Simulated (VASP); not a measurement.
Here is the system:

```yaml
crystal:
  lattice:
    - [1.61165, 0.93049, 5.69824]
    - [-1.61165, 0.93049, 5.69824]
    - [0.00000, -1.86098, 5.69824]
  atoms:
    - { symbol: Sc, position: [0.50000, 0.50000, 0.50000] }
    - { symbol: Cu, position: [0.00000, 0.00000, 0.00000] }
    - { symbol: O, position: [0.89305, 0.89305, 0.89305] }
    - { symbol: O, position: [0.10695, 0.10695, 0.10695] }
```

Calculation: r2SCAN meta-GGA, VASP's PBE PAW potentials (set 64) (plane waves; VASP). Settings: 520 eV cut-off, 9×9×9 Γ-centred mesh, tetrahedra with Blöchl corrections, potentials Sc_sv Cu O.

Question: What does the run give for the energy per atom (σ→0), band gap (over mesh and band path) with the smallest direct gap where there is one?

Answer: 
The band gap (over mesh and band path) is 2.51 eV, the smallest direct gap (over mesh and band path) is 2.51 eV and the energy per atom (σ→0) comes out as -11.132 eV/atom.

The absolute energy has meaning only against runs of the same code, potentials and settings.

The structure comes from a computed database's ScCuO2 entry (R-3m); how it stands against other phases isn't given here. It was relaxed first.
